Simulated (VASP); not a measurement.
```yaml
crystal:
  lattice:
    - [0.00000, 2.51004, 2.51004]
    - [2.51004, 0.00000, 2.51004]
    - [2.51004, 2.51004, 0.00000]
  atoms:
    - { symbol: Hf, position: [0.00000, 0.00000, 0.00000] }
    - { symbol: O, position: [0.25000, 0.25000, 0.25000] }
    - { symbol: O, position: [0.75000, 0.75000, 0.75000] }
```

The numbers are results of AM05 GGA, VASP's PBE PAW potentials (set 64) (plane waves; VASP), not measurements. Settings: 520 eV cut-off, 9×9×9 Γ-centred mesh, tetrahedra with Blöchl corrections, potentials Hf_pv O.

Q: Estimate the energy per atom (σ→0).

A: 
| Property | Value |
|---|---|
| energy per atom (σ→0) | -994.8 kJ/mol of atoms |

The compound is HfO2 in the fluorite structure, the high-temperature cubic form, which is unstable at 0 K; the monoclinic form is the stable one. It was relaxed first.
